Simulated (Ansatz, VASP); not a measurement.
# InH: VASP beside Ansatz, part 2 of 2

Wanted: the spread between two codes on one cell, functional and k mesh. The cell is generated by rule, not measured, and may not be a known phase. The cell is taken from a series of runs on this material, whose earlier steps may have relaxed, scaled, displaced or heated it; both programs get it as it stands.

VASP 6.6.1 and Ansatz 0.2.0.

So far: Set-up; Ansatz: zone-centre phonons, PBE.

## (3) VASP: zone-centre phonons, PBE

Level of this step: PBE; plane waves and PAW (In_d, H); invented cell (VASP).

The same cell, functional, mesh and smearing now go to VASP, with its own data sets.

Lines of VASP's logs that name or quote its potential files are left out, and so is its time.

File INCAR:

```
SYSTEM = InH
PREC = Accurate
ENCUT = 500
EDIFF = 1E-08
NELM = 120
ISMEAR = 1
SIGMA = 0.2
LREAL = .FALSE.
ALGO = Normal
GGA = PE
NBANDS = 20
LORBIT = 11
LWAVE = .FALSE.
LCHARG = .FALSE.
ISIF = 2
IBRION = 8
LASPH = .TRUE.
GGA_COMPAT = .FALSE.
KPAR = 2
```

File POSCAR:

```
InH
1.0
    3.4415184460      0.0000000000      0.0000000000
    0.0000000000      3.4415184460      0.0000000000
    0.0000000000      0.0000000000      5.4883691254
In H
2 2
Direct
    0.0000000000      0.5000000000      0.2598376564
    0.5000000000      0.0000000000      0.7401623436
    0.0000000000      0.5000000000      0.8853144128
    0.5000000000      0.0000000000      0.1146855872
```

File KPOINTS:

```
Automatic mesh
0
Gamma
12 12 8
0 0 0
```

The projector-augmented-wave data sets are In_d and H (PBE family, release 64).

Command:

```
mpirun -np 2 vasp_std
```

Numbers of over 12 decimals in the logs are rounded to 6 here.

Output:

```text
[banner, memory and clock lines left out]
running    2 mpi-ranks, on    1 nodes
 distrk:  each k-point on    1 cores,    2 groups
 distr:  one band on    1 cores,    1 groups

 POSCAR found type information on POSCAR InH
 POSCAR found :  2 types and       4 ions
 LDA part: xc-table for (Slater+PW92), standard interpolation
 POSCAR, INCAR and KPOINTS ok, starting setup
 FFT: planning ... GRIDC
 FFT: planning ... GRID_SOFT
 FFT: planning ... GRID
 WAVECAR not read
 entering main loop
       N       E                     dE             d eps       ncg     rms          rms(c)
DAV:   1     0.217631997648E+03    0.21763E+03   -0.13689E+04  5600   0.179E+03
DAV:   2     0.571310479561E+01   -0.21192E+03   -0.20776E+03  5632   0.383E+02
DAV:   3    -0.105313554353E+02   -0.16244E+02   -0.16057E+02  6676   0.123E+02
DAV:   4    -0.110177047899E+02   -0.48635E+00   -0.48597E+00  6368   0.235E+01
DAV:   5    -0.110449788274E+02   -0.27274E-01   -0.27272E-01  8204   0.471E+00    0.492E+00
DAV:   6    -0.105217380673E+02    0.52324E+00   -0.62772E-01  7132   0.827E+00    0.231E+00
DAV:   7    -0.104346904662E+02    0.87048E-01   -0.54223E-01  7392   0.434E+00    0.581E-01
DAV:   8    -0.104359274857E+02   -0.12370E-02   -0.56052E-02  6260   0.215E+00    0.287E-01
DAV:   9    -0.104364139731E+02   -0.48649E-03   -0.28981E-03  6960   0.358E-01    0.177E-01
DAV:  10    -0.104366135025E+02   -0.19953E-03   -0.72038E-04  7712   0.175E-01    0.673E-02
DAV:  11    -0.104366527661E+02   -0.39264E-04   -0.80889E-05  6104   0.727E-02    0.159E-02
DAV:  12    -0.104366515273E+02    0.12387E-05   -0.62961E-06  7672   0.239E-02    0.809E-03
DAV:  13    -0.104366515959E+02   -0.68542E-07   -0.90926E-07  6056   0.549E-03    0.423E-03
DAV:  14    -0.104366514799E+02    0.11600E-06   -0.14912E-07  6400   0.418E-03    0.763E-04
DAV:  15    -0.104366514477E+02    0.32223E-07   -0.13539E-08  3612   0.106E-03    0.178E-04
DAV:  16    -0.104366514426E+02    0.50177E-08   -0.26821E-09  2928   0.521E-04
   1 F= -.10436651E+02 E0= -.10436642E+02  d E =-.288413E-04
 Linear response reoptimize wavefunctions to high precision
DAV:   1    -0.104366514353E+02    0.73410E-08   -0.11387E-09  3036   0.451E-04
DAV:   2    -0.104366514354E+02   -0.67757E-10   -0.42074E-10  2904   0.220E-04
 Linear response DOF=           4
 Linear response progress:
  Degree of freedom:   1/  4
       N       E                     dE             d eps       ncg     rms          rms(c)
RMM:   1    -0.229975187233E+00   -0.22998E+00   -0.15319E-01 18893   0.429E+00
RMM:   2    -0.232641054869E+00   -0.26659E-02   -0.13262E-02 23203   0.960E-01    0.638E-02
RMM:   3    -0.232511490630E+00    0.12956E-03   -0.16095E-03 24365   0.296E-01    0.199E-02
RMM:   4    -0.232288069553E+00    0.22342E-03   -0.15383E-04 25003   0.950E-02    0.173E-02
RMM:   5    -0.232203275881E+00    0.84794E-04   -0.21733E-05 24508   0.332E-02    0.674E-03
RMM:   6    -0.232119872422E+00    0.83403E-04   -0.10947E-05 24770   0.140E-02    0.315E-03
RMM:   7    -0.232113226963E+00    0.66455E-05   -0.22945E-06 26234   0.496E-03    0.105E-03
RMM:   8    -0.232107236918E+00    0.59900E-05    0.16413E-06 25590   0.204E-03    0.104E-03
RMM:   9    -0.232111019743E+00   -0.37828E-05    0.94241E-07 26844   0.844E-04    0.388E-04
RMM:  10    -0.232112899256E+00   -0.18795E-05    0.93682E-07 26599   0.409E-04    0.147E-04
RMM:  11    -0.232111591492E+00    0.13078E-05    0.12373E-07 27480   0.181E-04    0.701E-05
RMM:  12    -0.232110962170E+00    0.62932E-06   -0.33391E-08 27149   0.988E-05    0.137E-04
RMM:  13    -0.232111639153E+00   -0.67698E-06    0.11601E-07 26467   0.608E-05    0.254E-05
RMM:  14    -0.232111674924E+00   -0.35771E-07    0.76673E-08 28291   0.315E-05    0.580E-06
RMM:  15    -0.232111698828E+00   -0.23904E-07    0.29382E-08 29993   0.198E-05    0.370E-06
RMM:  16    -0.232111673860E+00    0.24968E-07    0.11043E-08 30930   0.140E-05    0.996E-07
RMM:  17    -0.232111679677E+00   -0.58171E-08    0.12285E-08 27305   0.112E-05    0.667E-07
 first order change of Fermi-energy   0.81992E-05
 force on displaced ion       1 direction 1 :   0.033   0.000  -0.001
 Linear response progress:
  Degree of freedom:   2/  4
       N       E                     dE             d eps       ncg     rms          rms(c)
RMM:   1    -0.243216823620E+00   -0.24322E+00   -0.16108E-01  7532   0.432E+00
RMM:   2    -0.245307417036E+00   -0.20906E-02   -0.15763E-02  9264   0.109E+00    0.100E-01
RMM:   3    -0.245279425027E+00    0.27992E-04   -0.22272E-03  9804   0.351E-01    0.381E-02
RMM:   4    -0.245053394031E+00    0.22603E-03   -0.17314E-04  9905   0.121E-01    0.262E-02
RMM:   5    -0.245025529933E+00    0.27864E-04   -0.49722E-05  9340   0.472E-02    0.124E-02
RMM:   6    -0.245005042089E+00    0.20488E-04    0.91444E-06  9897   0.218E-02    0.260E-03
RMM:   7    -0.245011510225E+00   -0.64681E-05   -0.57910E-06 10522   0.726E-03    0.195E-03
RMM:   8    -0.245013418708E+00   -0.19085E-05   -0.54274E-06  9982   0.306E-03    0.879E-04
RMM:   9    -0.245011779306E+00    0.16394E-05   -0.21558E-06 10073   0.143E-03    0.685E-04
RMM:  10    -0.245012044860E+00   -0.26555E-06   -0.17888E-07 10651   0.643E-04    0.117E-04
RMM:  11    -0.245012178382E+00   -0.13352E-06    0.54164E-07  9745   0.326E-04    0.334E-04
RMM:  12    -0.245012049969E+00    0.12841E-06    0.32247E-07 11433   0.170E-04    0.669E-04
RMM:  13    -0.245012140023E+00   -0.90054E-07    0.43185E-07 10163   0.903E-05    0.298E-04
RMM:  14    -0.245012185762E+00   -0.45739E-07    0.12091E-07 11232   0.500E-05    0.180E-04
RMM:  15    -0.245012190941E+00   -0.51787E-08    0.99148E-08 10233   0.288E-05    0.146E-04
 first order change of Fermi-energy  -0.16538E+00
 force on displaced ion       1 direction 3 :   0.000   0.000  -3.634
 Linear response progress:
  Degree of freedom:   3/  4
       N       E                     dE             d eps       ncg     rms          rms(c)
RMM:   1    -0.161197152063E-01   -0.16120E-01   -0.51123E-03 23032   0.532E-01
RMM:   2    -0.154692870032E-01    0.65043E-03   -0.71527E-04 20076   0.173E-01    0.692E-02
RMM:   3    -0.158266442002E-01   -0.35736E-03   -0.11524E-04 23854   0.712E-02    0.396E-02
RMM:   4    -0.164760345995E-01   -0.64939E-03   -0.55038E-05 21872   0.375E-02    0.398E-03
RMM:   5    -0.165274280488E-01   -0.51393E-04   -0.15479E-06 25480   0.152E-02    0.326E-03
RMM:   6    -0.165229580401E-01    0.44700E-05   -0.62308E-07 25136   0.444E-03    0.292E-03
RMM:   7    -0.165248234028E-01   -0.18654E-05    0.37239E-07 25365   0.194E-03    0.130E-03
RMM:   8    -0.165215156359E-01    0.33078E-05    0.26444E-08 24530   0.798E-04    0.258E-04
RMM:   9    -0.165228366988E-01   -0.13211E-05    0.69675E-08 25045   0.315E-04    0.265E-04
RMM:  10    -0.165226044885E-01    0.23221E-06   -0.36775E-09 25231   0.126E-04    0.738E-05
RMM:  11    -0.165226431091E-01   -0.38621E-07   -0.13179E-08 27221   0.479E-05    0.244E-05
RMM:  12    -0.165226456975E-01   -0.25884E-08    0.17990E-08 26726   0.173E-05    0.101E-05
 first order change of Fermi-energy   0.13166E-04
 force on displaced ion       3 direction 1 :  -0.227   0.000   0.002
 Linear response progress:
  Degree of freedom:   4/  4
       N       E                     dE             d eps       ncg     rms          rms(c)
RMM:   1    -0.171551937597E-01   -0.17155E-01   -0.64698E-03  9317   0.733E-01
RMM:   2    -0.161174466189E-01    0.10377E-02   -0.13399E-03  8045   0.290E-01    0.100E-01
RMM:   3    -0.164447974760E-01   -0.32735E-03   -0.21724E-04  8855   0.120E-01    0.517E-02
RMM:   4    -0.169985351933E-01   -0.55374E-03   -0.69657E-05  8882   0.573E-02    0.105E-02
RMM:   5    -0.171481958888E-01   -0.14966E-03   -0.11185E-05  9944   0.225E-02    0.667E-03
RMM:   6    -0.171535547182E-01   -0.53588E-05   -0.32965E-07  8974   0.785E-03    0.597E-03
RMM:   7    -0.171581198113E-01   -0.45651E-05   -0.14859E-08 10309   0.337E-03    0.479E-03
RMM:   8    -0.171712795004E-01   -0.13160E-04   -0.13620E-07  9505   0.127E-03    0.149E-03
RMM:   9    -0.171735736202E-01   -0.22941E-05    0.89006E-08 10615   0.510E-04    0.112E-04
RMM:  10    -0.171736124722E-01   -0.38852E-07    0.31351E-07 10669   0.173E-04    0.119E-04
RMM:  11    -0.171736442305E-01   -0.31758E-07    0.10508E-08 10313   0.712E-05    0.123E-04
RMM:  12    -0.171736152268E-01    0.29004E-07    0.30173E-08  9996   0.327E-05    0.385E-05
RMM:  13    -0.171736080340E-01    0.71928E-08   -0.24484E-09 11182   0.134E-05    0.181E-05
 first order change of Fermi-energy   0.86274E-01
 force on displaced ion       3 direction 3 :   0.000   0.000  -1.738
 Linear response finished
```

OUTCAR, selected parts (step 3):

```text
ion  position               nearest neighbor table
   1  0.000  0.500  0.260-   3 2.06   2 3.59   2 3.59   2 3.59   2 3.59   2 3.75   2 3.75   2 3.75
                             2 3.75
   2  0.500  0.000  0.740-   4 2.06   1 3.59   1 3.59   1 3.59   1 3.59   1 3.75   1 3.75   1 3.75
                             1 3.75
   3  0.000  0.500  0.885-   1 2.06
   4  0.500  0.000  0.115-   2 2.06

  LATTYP: Found a simple tetragonal cell.
 ALAT       =     3.4415184460
 C/A-ratio  =     1.5947522036

 Subroutine GETGRP returns: Found 16 space group operations
 (whereof  8 operations were pure point group operations)

The static configuration has the point symmetry D_2d.
 The point group associated with its full space group is D_4h.

 Found    140 irreducible k-points:

   k-points           NKPTS =    140   k-points in BZ     NKDIM =    140   number of bands    NBANDS=     20

   dimension x,y,z NGX =    28 NGY =   28 NGZ =   40
   dimension x,y,z NGXF=    56 NGYF=   56 NGZF=   80

   ENCUT  =  500.0 eV  36.75 Ry    6.06 a.u.   6.27  6.27 10.01*2*pi/ulx,y,z

   NELECT =      28.0000    total number of electrons

 k-points in reciprocal lattice and weights: Automatic mesh
   0.00000000  0.00000000  0.00000000       0.001
   0.08333333  0.00000000  0.00000000       0.003
   0.16666667  0.00000000  0.00000000       0.003
   0.25000000  0.00000000  0.00000000       0.003
   0.33333333  0.00000000  0.00000000       0.003
   0.41666667  0.00000000  0.00000000       0.003
   0.50000000  0.00000000  0.00000000       0.002
   0.08333333  0.08333333  0.00000000       0.003
   0.16666667  0.08333333  0.00000000       0.007
[...]
0.50000000  0.41666667  0.50000000       0.003
   0.50000000  0.50000000  0.50000000       0.001

 average (electrostatic) potential at core
       1 -95.4690       2 -95.4690       3 -30.6394       4 -30.6394

  Total       -0.0362973     -0.0362973     -0.0318121      0.0000000     -0.0000000      0.0000000
  in kB       -0.8946253     -0.8946253     -0.7840793      0.0000000     -0.0000000      0.0000000
  external PRESSURE =      -0.8577766 kB  Pullay stress =       0.0000000 kB

  energy-cutoff  :      500.00
  volume of cell :       65.00
      direct lattice vectors                 reciprocal lattice vectors
     3.441518446  0.000000000  0.000000000     0.290569415  0.000000000  0.000000000
     0.000000000  3.441518446  0.000000000     0.000000000  0.290569415  0.000000000
     0.000000000  0.000000000  5.488369125     0.000000000  0.000000000  0.182203488

 POSITION                                       TOTAL-FORCE (eV/Angst)
 -----------------------------------------------------------------------------------
      0.00000      1.72076      1.42608        -0.000000      0.000000      0.002217
      1.72076      0.00000      4.06228         0.000000      0.000000     -0.002217
      0.00000      1.72076      4.85893        -0.000000     -0.000000      0.000251
      1.72076      0.00000      0.62944        -0.000000      0.000000     -0.000251
 -----------------------------------------------------------------------------------
    total drift:                                0.000000      0.000000      0.000000

 Eigenvectors and eigenvalues of the dynamical matrix
 ----------------------------------------------------

   1 f  =   23.897468 THz   150.152219 2PiTHz  797.133727 cm-1    98.831942 meV
             X         Y         Z           dx          dy          dz
      0.000000  1.720759  1.426085    -0.000000   -0.000000    0.040640
      1.720759  0.000000  4.062284     0.000000    0.000000   -0.040640
      0.000000  1.720759  4.858932     0.000000    0.000000   -0.705938
      1.720759  0.000000  0.629437    -0.000000   -0.000000    0.705938

   2 f  =   16.819646 THz   105.680950 2PiTHz  561.042984 cm-1    69.560433 meV
             X         Y         Z           dx          dy          dz
      0.000000  1.720759  1.426085     0.000000    0.000000   -0.065472
      1.720759  0.000000  4.062284    -0.000000   -0.000000   -0.065472
      0.000000  1.720759  4.858932    -0.000000   -0.000000    0.704069
      1.720759  0.000000  0.629437     0.000000    0.000000    0.704069

   3 f  =   14.703714 THz    92.386161 2PiTHz  490.463110 cm-1    60.809648 meV
             X         Y         Z           dx          dy          dz
      0.000000  1.720759  1.426085    -0.016737   -0.038218    0.000000
      1.720759  0.000000  4.062284     0.016737    0.038218    0.000000
      0.000000  1.720759  4.858932     0.283166    0.646588    0.000000
      1.720759  0.000000  0.629437    -0.283166   -0.646588    0.000000

   4 f  =   14.703714 THz    92.386161 2PiTHz  490.463110 cm-1    60.809648 meV
             X         Y         Z           dx          dy          dz
      0.000000  1.720759  1.426085    -0.038218    0.016737    0.000000
      1.720759  0.000000  4.062284     0.038218   -0.016737    0.000000
      0.000000  1.720759  4.858932     0.646588   -0.283166   -0.000000
      1.720759  0.000000  0.629437    -0.646588    0.283166   -0.000000

   5 f  =    3.345744 THz    21.021933 2PiTHz  111.602024 cm-1    13.836881 meV
             X         Y         Z           dx          dy          dz
      0.000000  1.720759  1.426085     0.000000   -0.000000    0.705938
      1.720759  0.000000  4.062284     0.000000    0.000000   -0.705938
      0.000000  1.720759  4.858932     0.000000    0.000000    0.040640
      1.720759  0.000000  0.629437     0.000000    0.000000   -0.040640

   6 f  =    0.010151 THz     0.063780 2PiTHz    0.338600 cm-1     0.041981 meV
             X         Y         Z           dx          dy          dz
      0.000000  1.720759  1.426085    -0.548601   -0.441374    0.000000
      1.720759  0.000000  4.062284    -0.548601   -0.441374    0.000000
      0.000000  1.720759  4.858932    -0.050650   -0.040750    0.000000
      1.720759  0.000000  0.629437    -0.050650   -0.040750    0.000000

   7 f  =    0.010151 THz     0.063780 2PiTHz    0.338600 cm-1     0.041981 meV
             X         Y         Z           dx          dy          dz
      0.000000  1.720759  1.426085    -0.441374    0.548601   -0.000000
      1.720759  0.000000  4.062284    -0.441374    0.548601   -0.000000
      0.000000  1.720759  4.858932    -0.040750    0.050650   -0.000000
      1.720759  0.000000  0.629437    -0.040750    0.050650   -0.000000

   8 f/i=    0.005556 THz     0.034907 2PiTHz    0.185313 cm-1     0.022976 meV
             X         Y         Z           dx          dy          dz
      0.000000  1.720759  1.426085     0.000000    0.000000    0.704069
      1.720759  0.000000  4.062284     0.000000    0.000000    0.704069
      0.000000  1.720759  4.858932     0.000000    0.000000    0.065472
      1.720759  0.000000  0.629437     0.000000    0.000000    0.065472

   9 f/i=    0.066945 THz     0.420626 2PiTHz    2.233037 cm-1     0.276861 meV
             X         Y         Z           dx          dy          dz
      0.000000  1.720759  1.426085    -0.541585   -0.452708    0.000000
      1.720759  0.000000  4.062284     0.541585    0.452708    0.000000
      0.000000  1.720759  4.858932    -0.032012   -0.026758    0.000000
      1.720759  0.000000  0.629437     0.032012    0.026758    0.000000

  10 f/i=    0.066945 THz     0.420626 2PiTHz    2.233037 cm-1     0.276861 meV
             X         Y         Z           dx          dy          dz
      0.000000  1.720759  1.426085     0.452708   -0.541585   -0.000000
      1.720759  0.000000  4.062284    -0.452708    0.541585   -0.000000
      0.000000  1.720759  4.858932     0.026758   -0.032012   -0.000000
      1.720759  0.000000  0.629437    -0.026758    0.032012   -0.000000

  11 f/i=   10.266451 THz    64.506014 2PiTHz  342.451945 cm-1    42.458611 meV
             X         Y         Z           dx          dy          dz
      0.000000  1.720759  1.426085     0.029230   -0.058066   -0.000000
      1.720759  0.000000  4.062284     0.029230   -0.058066    0.000000
      0.000000  1.720759  4.858932    -0.316597    0.628920   -0.000000
      1.720759  0.000000  0.629437    -0.316597    0.628920   -0.000000

  12 f/i=   10.266451 THz    64.506014 2PiTHz  342.451945 cm-1    42.458611 meV
             X         Y         Z           dx          dy          dz
      0.000000  1.720759  1.426085    -0.058066   -0.029230   -0.000000
      1.720759  0.000000  4.062284    -0.058066   -0.029230   -0.000000
      0.000000  1.720759  4.858932     0.628920    0.316597    0.000000
      1.720759  0.000000  0.629437     0.628920    0.316597    0.000000

 ELASTIC MODULI CONTR FROM IONIC RELAXATION (kBar)
 Direction    XX          YY          ZZ          XY          YZ          ZX
 --------------------------------------------------------------------------------
 XX         -13.5119    -13.5119    -53.5475      0.0000     -0.0000      0.0000
 YY         -13.5119    -13.5119    -53.5475      0.0000     -0.0000      0.0000
 ZZ         -53.5475    -53.5475   -319.7311      0.0000      0.0000      0.0000
 XY           0.0000      0.0000      0.0000      0.0000      0.0000      0.0000
 YZ          -0.0000     -0.0000      0.0000      0.0000     -7.1695      0.0000
 ZX           0.0000      0.0000      0.0000      0.0000      0.0000    -16.6962
 --------------------------------------------------------------------------------
```

## (4) Side by side

Known differences besides the potentials themselves: the cutoff is 420 eV in Ansatz and 500 eV in VASP. Total energies have different zeros and are not compared.

The two programs side by side:

```
                                                   quantity  Ansatz    VASP  difference
optical mode 1 to 2 (imaginary, printed as negative) (cm⁻¹)  -345.8  -342.5        -3.4
optical mode 3 to 4 (imaginary, printed as negative) (cm⁻¹)   -17.4    -2.2       -15.2
                                      optical mode 5 (cm⁻¹)   111.7   111.6     +0.04 %
                                 optical mode 6 to 7 (cm⁻¹)   485.1   490.5     -1.10 %
                                      optical mode 8 (cm⁻¹)   551.7   561.0     -1.66 %
                                      optical mode 9 (cm⁻¹)   789.6   797.1     -0.95 %
```

Modes are paired by rising frequency, not by their patterns, so a pair may set unlike modes beside each other; they are those without the splitting of longitudinal modes.

## (5) What came out

```yaml
r_m_s_difference_of_the_optical_zone_centre_modes_each_program_s_sorted_by_frequency_zone_centre_phonons_pbe: 8.7 cm⁻¹
difference_in_optical_mode_8_zone_centre_phonons_pbe: -1.7 %
```

In words: The r.m.s. difference of the optical zone-centre modes, each program's sorted by frequency is 8.7 cm⁻¹ (zone-centre phonons, PBE). Among the rows given in per cent, the largest difference of the zone-centre phonons, PBE pair is in optical mode 8, -1.7 %. What causes the difference of the zone-centre phonons, PBE pair stays open here. How closely two codes agree says nothing of how well the functional describes the real material.

[Lines on the potential files, build, host, timing and source positions are cut from VASP's logs without a mark.]

[Logs are printed without paths, hosts, clocks, repeated set-up lines and the standing remarks that a program may print on its own settings, such as how far it seeks lower states.]

[Hosts, paths, dates, database ids (printed as entryN), source tags and the programs' standing remarks are cut or masked in the printed files.]
